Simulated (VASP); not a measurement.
Wanted: the native input for a VASP 6.6.1 run.

* Task: single point
* Functional: PBE
* Potentials or basis: VASP PAW PBE potentials, release 64 (K_sv, Pd, Se, I)
* Cutoff: 520 eV
* k mesh: 3 × 3 × 3
* Occupations: gaussian, width 0.15 eV
* Spin: no spin polarisation
* Dipole correction: no
* Further INCAR settings: ALGO = Normal; EDIFF = 1e-07; NBANDS = 33

The structure of KPd2Se2I lies in POSCAR:

```
KPd2Se2I
1.0
   -2.8667522355      2.8667522355      5.2393351916
    2.8667522355     -2.8667522355      5.2393351916
    2.8667522355      2.8667522355     -5.2393351916
K Pd Se I
1 2 2 1
Direct
    0.2500000000      0.7500000000      0.5000000000
    0.7500000000      0.2500000000      0.5000000000
    0.5000000000      0.5000000000      0.0000000000
    0.2719388700      0.2719388700      0.0000000000
    0.7280611300      0.7280611300      0.0000000000
    0.0000000000      0.0000000000      0.0000000000
```

The cell was built by a generator and needn't be a form met in nature.

The cell isn't the ideal one: random cell by space group and Wyckoff sites (I-4m2, No. 119).

These files were run (other wordings do the same):

INCAR

```
SYSTEM = KPd2Se2I
PREC = Accurate ; ENCUT = 520
EDIFF = 1E-7 ; ISMEAR = 0
SIGMA = 0.15 ; LREAL = .False.
LASPH = .True. ; NELM = 100
ALGO = Normal ; ISIF = 2
LWAVE = .False. ; LCHARG = .False.
GGA = PE ; NBANDS = 33
```

KPOINTS

```
regular mesh
0
Gamma
  3 3 3
  0 0 0
```

Potentials or basis: VASP PAW PBE potentials, release 64 (K_sv, Pd, Se, I).

The run is started by

```console
$ cat potpaw_PBE.64/K_sv/POTCAR potpaw_PBE.64/Pd/POTCAR potpaw_PBE.64/Se/POTCAR potpaw_PBE.64/I/POTCAR > POTCAR
$ mpirun -np 1 vasp_std > vasp.out
```

It gave:

```
Pressure               : 0.3 GPa
Largest force          : 0.035 eV/Å
Band gap on the k mesh : none (metal or under the smearing width)
```

Caveat: the k mesh is coarse (spacing up to 0.52 Å⁻¹), so the values aren't converged.

It took 49 s on 1 thread of Intel(R) Xeon(R) 6975P-C (Granite Rapids) (shared host), peak memory 0.36 GiB.
